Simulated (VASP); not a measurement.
Energy against volume of Ta (bcc). Calculation: PBE GGA, VASP's PBE PAW potentials (set 64) (plane waves; VASP). Numerical set-up: 520 eV cut-off, 15×15×15 Γ-centred mesh, first-order Methfessel-Paxton smearing of 0.10 eV, potentials Ta_pv.

| V (Å³/atom) | E (eV/atom) |
|---|---|
| 17.194 | -11.76860 |
| 17.743 | -11.80167 |
| 18.292 | -11.81106 |
| 18.841 | -11.80079 |

Problem. Fit these four points and predict the energy of the run at 19.389 Å³/atom.

Solution. A cubic in V^(−2/3), the third-order Birch-Murnaghan form, passes through the four points with V0 = 18.26 Å³/atom and B0 = 192 GPa, and gives -11.7742 eV/atom there. The run gave -11.7734 eV/atom, +0.8 meV/atom from the fit; all five points give B0 = 195 GPa.

The compound is Ta in the bcc structure. It was relaxed first.
